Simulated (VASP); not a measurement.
VASP ran on this input.

File KPOINTS:
```
kpoints
0
Gamma
  9 9 5
```

**POSCAR**
```
AlN
1.0
  2.8800000000   0.0000000000   0.0000000000
 -1.4400000000   2.4941530000   0.0000000000
  0.0000000000   0.0000000000   4.8000000000
Al N
2 2
Direct
  0.0000000000   0.0000000000   0.0000000000
  0.0000000000   0.0000000000   0.5000000000
  0.3333330000   0.6666670000   0.2500000000
  0.6666670000   0.3333330000   0.7500000000
```

### INCAR
```
ALGO=Normal
EDIFF=1E-6
EDIFFG=-0.01
ENCUT=520
IBRION=2
ISIF=3
ISMEAR=0
LASPH=.True.
LCHARG=.False.
LMIXTAU=.True.
LREAL=.False.
LWAVE=.False.
METAGGA=R2SCAN
NELM=100
NSW=60
PREC=Accurate
SIGMA=0.05
SYSTEM=AlN
```

POTCAR, in this order: Al N (PBE.64 set). Program: vasp_std.

### Question
Translate this r2SCAN calculation to Ansatz.

### Answer
One equivalent input (not run):
Ansatz 0.2 input:
```yaml
crystal:
  lattice:
    - [2.8800000, 0.0000000, 0.0000000]
    - [-1.4400000, 2.4941530, 0.0000000]
    - [0.0000000, 0.0000000, 4.8000000]
  atoms:
    - { symbol: Al, position: [0.0000000, 0.0000000, 0.0000000] }
    - { symbol: Al, position: [0.0000000, 0.0000000, 0.5000000] }
    - { symbol: N, position: [0.3333330, 0.6666670, 0.2500000] }
    - { symbol: N, position: [0.6666670, 0.3333330, 0.7500000] }
kpoints:
  mp_grid: { grid: [9, 9, 5] }
hamiltonian:
  xc: r2scan
  pseudopotentials: { kind: paw }
scf:
  occupations: { method: gaussian, width: 0.05 }
  max_iter: 100
relax:
  max_steps: 60
  f_tol: 0.01
  cell: {}
output: { forces: true, stress: true, eigenvalues: true }
```
Limits of the translation: each code has its own PAW files, so the cut-off isn't converted (ENCUT is set for VASP's; basis.ecutwfc is left out, and Ansatz then takes the one that its files recommend); Ansatz stops its SCF on the density residual and VASP on the energy change (EDIFF).

The structure was generated: AlN was put into the NiAs type type (P6_3/mmc), which need not be its known phase. This run relaxes it. Symmetry was kept, so distortions that lower it aren't found.
